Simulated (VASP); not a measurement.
VASP ran on this input.

### INCAR
```
SYSTEM=BeTe
PREC=Accurate; ENCUT=400; LREAL=.FALSE.
LASPH=.TRUE.
EDIFF=1E-6; NELM=100; ALGO=Normal
LMAXMIX=4; LMIXTAU=.TRUE.
ISMEAR=0; SIGMA=0.05
METAGGA=R2SCAN
IBRION=2; NSW=60; ISIF=3
EDIFFG=-0.02
LWAVE=.FALSE.; LCHARG=.FALSE.
```

### KPOINTS
```
Automatic mesh
0
Gamma
  6 6 3
0 0 0
```

POSCAR:
```
BeTe
1.0
  3.9586917842   0.0000000000   0.0000000000
 -1.9793458921   3.4283278745   0.0000000000
  0.0000000000   0.0000000000   6.5205928061
Be Te
2 2
direct
  0.6666670000   0.3333330000   0.5004710742
  0.3333330000   0.6666670000   0.0004710742
  0.6666670000   0.3333330000   0.8745289258
  0.3333330000   0.6666670000   0.3745289258
```

POTCAR, in this order: Be Te (PBE.64 set). Program: vasp_std.

Q: Write an equivalent input for Ansatz.

A: One equivalent input (not run):
Ansatz 0.2 input:
```yaml
crystal:
  lattice:
    - [3.9586918, 0.0000000, 0.0000000]
    - [-1.9793459, 3.4283279, 0.0000000]
    - [0.0000000, 0.0000000, 6.5205928]
  atoms:
    - { symbol: Be, position: [0.6666670, 0.3333330, 0.5004711] }
    - { symbol: Be, position: [0.3333330, 0.6666670, 0.0004711] }
    - { symbol: Te, position: [0.6666670, 0.3333330, 0.8745289] }
    - { symbol: Te, position: [0.3333330, 0.6666670, 0.3745289] }
kpoints:
  mp_grid: { grid: [6, 6, 3] }
hamiltonian:
  xc: r2scan
  pseudopotentials: { kind: paw }
scf:
  occupations: { method: gaussian, width: 0.05 }
  max_iter: 100
relax:
  max_steps: 60
  f_tol: 0.02
  cell: {}
output: { forces: true, stress: true, eigenvalues: true }
```
Limits of the translation: each code has its own PAW files, so the cut-off isn't converted (ENCUT is set for VASP's; basis.ecutwfc is left out, and Ansatz then takes the one that its files recommend); Ansatz stops its SCF on the density residual and VASP on the energy change (EDIFF).

The structure comes from a computed database's BeTe entry (P6_3mc); how it stands against other phases isn't given here. This run relaxes it. Symmetry was kept, so distortions that lower it aren't found. The start is the result of an earlier pass.
